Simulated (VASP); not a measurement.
Calculation: PBEsol GGA, VASP's PBE PAW potentials (set 64) (plane waves; VASP 6.6.1).

The input files of a VASP run:

### INCAR
```
ENCUT = 400
GGA = PS
LCHARG = F
SYSTEM = CdSe
IBRION = 8   ! DFPT with symmetry
PREC = Accurate
EDIFF = 1E-8
NSW = 1   ! most ionic steps
LREAL = F   ! projection in real space or not
LEPSILON = T
SIGMA = 0.01
LWAVE = F
ALGO = Normal   ! blocked Davidson
LASPH = T
NELM = 100
LMAXMIX = 4
ISMEAR = 0
```

POSCAR:
```
CdSe
1
   -0.0000000000     3.0396860784     3.0396860784
    3.0396860784     0.0000000000     3.0396860784
    3.0396860784     3.0396860784    -0.0000000000
Cd Se
1 1
Direct
  0.0000000000   0.0000000000   0.0000000000
  0.2500000000   0.2500000000   0.2500000000
```

**KPOINTS**
```
K-points
0
G
 13 13 13
```

POTCAR, in this order: Cd Se (PBE.64 set). Program: vasp_std.

The resulting files:

File OUTCAR:
```


 HEAD OF MICROSCOPIC STATIC DIELECTRIC TENSOR (INDEPENDENT PARTICLE, excluding Hartree and local field effects)
 ------------------------------------------------------
          10.013396    -0.000000    -0.000000
          -0.000000    10.013396    -0.000000
           0.000000    -0.000000    10.013396
 ------------------------------------------------------

 MACROSCOPIC STATIC DIELECTRIC TENSOR (including local field effects in DFT)
 ------------------------------------------------------
           9.607813    -0.000000     0.000000
           0.000000     9.607813     0.000000
          -0.000000     0.000000     9.607813
 ------------------------------------------------------

 PIEZOELECTRIC TENSOR (including local field effects)  for field in x, y, z        (e  Angst)
          XX          YY          ZZ          XY          YZ          ZX
  --------------------------------------------------------------------------------
  x    -0.00000    -0.00000     0.00000     0.00000    -2.37507     0.00000
  y    -0.00000    -0.00000    -0.00000     0.00000     0.00000    -2.37507
  z    -0.00000     0.00000    -0.00000    -2.37507     0.00000     0.00000

 PIEZOELECTRIC TENSOR (including local field effects)  for field in x, y, z        (C/m^2)
          XX          YY          ZZ          XY          YZ          ZX
  --------------------------------------------------------------------------------
  x    -0.00000    -0.00000     0.00000     0.00000    -0.67744     0.00000
  y    -0.00000    -0.00000    -0.00000     0.00000     0.00000    -0.67744
  z    -0.00000     0.00000    -0.00000    -0.67744     0.00000     0.00000

 BORN EFFECTIVE CHARGES (including local field effects) (in |e|, cummulative output)
 ---------------------------------------------------------------------------------
 ion    1
    1     2.26533     0.00000     0.00000
    2     0.00000     2.26533     0.00000
    3     0.00000     0.00000     2.26533
 ion    2
    1    -2.26533     0.00000     0.00000
    2     0.00000    -2.26533     0.00000
    3     0.00000     0.00000    -2.26533
```
(Selected blocks of OUTCAR.)

**OUTCAR**
```
 val. band max:        0.8239256039   @ k =   0.0000   0.0000   0.0000

 cond. band min:       1.3083633679   @ k =   0.0000   0.0000   0.0000


 Fermi energy:         0.9295772225

 k-point     1 :       0.0000    0.0000    0.0000
  band No.  band energies     occupation
      1     -11.8097      2.00000
      2      -7.0911      2.00000
      3      -7.0911      2.00000
      4      -7.0911      2.00000
      5      -6.7079      2.00000
      6      -6.7079      2.00000
      7       0.8239      2.00000
      8       0.8239      2.00000
      9       0.8239      2.00000
     10       1.3084      0.00000
     11       6.6779      0.00000
     12       6.6779      0.00000
     13       6.6779      0.00000

 k-point     2 :       0.0769    0.0000    0.0000
  band No.  band energies     occupation
      1     -11.7883      2.00000
      2      -7.0845      2.00000
      3      -7.0845      2.00000
      4      -7.0741      2.00000
      5      -6.7086      2.00000
      6      -6.7086      2.00000
      7       0.1365      2.00000
      8       0.7729      2.00000
      9       0.7729      2.00000
     10       1.9172      0.00000
     11       6.5600      0.00000
     12       6.7625      0.00000
     13       6.7625      0.00000

 k-point     3 :       0.1538    0.0000    0.0000
  band No.  band energies     occupation
      1     -11.7286      2.00000
      2      -7.0659      2.00000
      3      -7.0659      2.00000
      4      -7.0185      2.00000
      5      -6.7093      2.00000
      6      -6.7093      2.00000
      7      -0.7734      2.00000
      8       0.6376      2.00000
      9       0.6376      2.00000
     10       2.5643      0.00000
     11       6.4290      0.00000
     12       6.9678      0.00000
     13       6.9678      0.00000

 k-point     4 :       0.2308    0.0000    0.0000
  band No.  band energies     occupation
      1     -11.6437      2.00000
      2      -7.0417      2.00000
      3      -7.0417      2.00000
...
```

The dielectric response may not be converged in the k-mesh; for small gaps it tends to come out too large.

The compound is CdSe in the zinc blende structure, whereas wurtzite is the usual form. It was relaxed first.
